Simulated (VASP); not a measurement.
Data:

```
NaI
1.0
    0.00000     3.25665     3.25665
    3.25665     0.00000     3.25665
    3.25665     3.25665     0.00000
Na I
1 1
Direct
  0.00000   0.00000   0.00000
  0.50000   0.50000   0.50000
```

Computed with PBE GGA, VASP's PBE PAW potentials (set 64) (plane waves; VASP). Numerical set-up: 480 eV cut-off, 6×6×6 Γ-centred mesh, Gaussian smearing of 0.050 eV, potentials Na_pv I.

Each relaxation starts from this cell; other phases were not tried.

Problem. The cell is relaxed at 1 GPa. What happens?

Solution. The volume per atom goes from 34.54 to 32.89 Å³ (-4.8 %), and the cell becomes a = 6.4079 Å, b = 6.4079 Å, c = 6.4079 Å, α = 90.00°, β = 90.00°, γ = 90.00°, space group Fm-3m. The gap on the mesh goes from 3.59 to 3.72 eV.

Problem. The cell is relaxed at 5 GPa. What happens?

Solution. The volume per atom goes from 34.54 to 28.37 Å³ (-17.9 %), and the cell becomes a = b = c = 6.100 Å, α = β = γ = 90.00°, space group Fm-3m. The gap on the mesh goes from 3.59 to 4.20 eV.

Failed runs are left out, and for metals the shear rows, which the mesh's noise covers.

The compound is NaI in the rock salt structure.
